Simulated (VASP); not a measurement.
Ta (space group Im-3m): computed properties

Level of theory: PBEsol GGA, VASP's PBE PAW potentials (set 64) (plane waves; VASP).

For Ta, the space group is Im-3m (229) and the cell is a = b = c = 3.2839 Å, α = β = γ = 90.00°. The volume per atom is 17.71 Å³/atom and the band gap (over mesh and band path) is none (metal, semimetal or under 0.01 eV). The band gap with spin-orbit coupling is none (metallic) and the density is 16.97 g/cm³.

```cif
data_Ta
_chemical_formula_sum 'Ta1'
_space_group_name_H-M_alt 'P 1'
_space_group_IT_number 1
_cell_length_a 2.84394
_cell_length_b 2.84394
_cell_length_c 2.84394
_cell_angle_alpha 109.471
_cell_angle_beta 109.471
_cell_angle_gamma 109.471
loop_
_space_group_symop_operation_xyz
  'x, y, z'
loop_
_atom_site_label
_atom_site_type_symbol
_atom_site_fract_x
_atom_site_fract_y
_atom_site_fract_z
_atom_site_occupancy
Ta1 Ta 0.00000 0.00000 0.00000 1
```

Unless said otherwise, spin-orbit coupling is left out, though it shifts the bands of the heavy elements here.

The structure comes from a measured Ta entry (Im-3m) of the Crystallography Open Database, whose conditions weren't checked. It was relaxed first. Symmetry was kept, so distortions that lower it aren't found.
